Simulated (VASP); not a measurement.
Input:

```xyz
2
Lattice="0.0000 2.2731 2.2731 2.2731 0.0000 2.2731 2.2731 2.2731 0.0000" Properties=species:S:1:pos:R:3 pbc="T T T"
B      0.0000     0.0000     0.0000
P      1.1366     1.1366     1.1366
```

Level of theory: PBE GGA, VASP's PBE PAW potentials (set 64) (plane waves; VASP 6.6.1). Run with 520 eV cut-off, 18×18×18 Γ-centred mesh, Gaussian smearing of 0.010 eV, potentials B P.

Task: Give the direction-averaged independent-particle dielectric function (no local fields, no excitons; a broadening of 0.1 eV leaves a tail below the gap, and fine structure carries the noise of the k-mesh).

Result: 
| ħω (eV) | ε₁ | ε₂ |
|---|---|---|
| 0.00 | 9.53 | 0.00 |
| 0.30 | 9.55 | 0.01 |
| 0.70 | 9.65 | 0.04 |
| 1.00 | 9.79 | 0.05 |
| 1.40 | 10.06 | 0.08 |
| 1.80 | 10.46 | 0.12 |
| 2.10 | 10.86 | 0.15 |
| 2.50 | 11.60 | 0.23 |
| 2.90 | 12.74 | 0.37 |
| 3.20 | 14.16 | 0.69 |
| 3.60 | 15.92 | 3.77 |
| 4.00 | 16.94 | 5.20 |
| 4.30 | 16.68 | 6.23 |
| 4.70 | 18.28 | 9.45 |
| 5.10 | 19.52 | 13.20 |
| 5.40 | 22.96 | 20.11 |
| 5.80 | 8.23 | 35.96 |
| 6.10 | 3.57 | 32.14 |
| 6.50 | -11.47 | 16.32 |
| 6.90 | -6.83 | 11.32 |
| 7.20 | -4.63 | 9.96 |
| 7.60 | -6.27 | 10.42 |
| 8.00 | -6.92 | 7.89 |
| 8.30 | -6.51 | 6.28 |
| 8.70 | -5.21 | 4.38 |
| 9.10 | -3.77 | 4.95 |
| 9.40 | -4.56 | 4.53 |
| 9.80 | -4.21 | 3.74 |
| 10.20 | -3.80 | 2.90 |
| 10.50 | -3.37 | 2.29 |
| 10.90 | -2.93 | 2.36 |
| 11.30 | -2.44 | 2.15 |
ε₂ peaks at 5.8 eV (height 36.0), 6.2 eV (height 35.8); ε₁(0) averages 9.53, so the electronic refractive index below the gap tends to √9.53 = 3.09.

The compound is BP in the zinc blende structure. It was relaxed first.
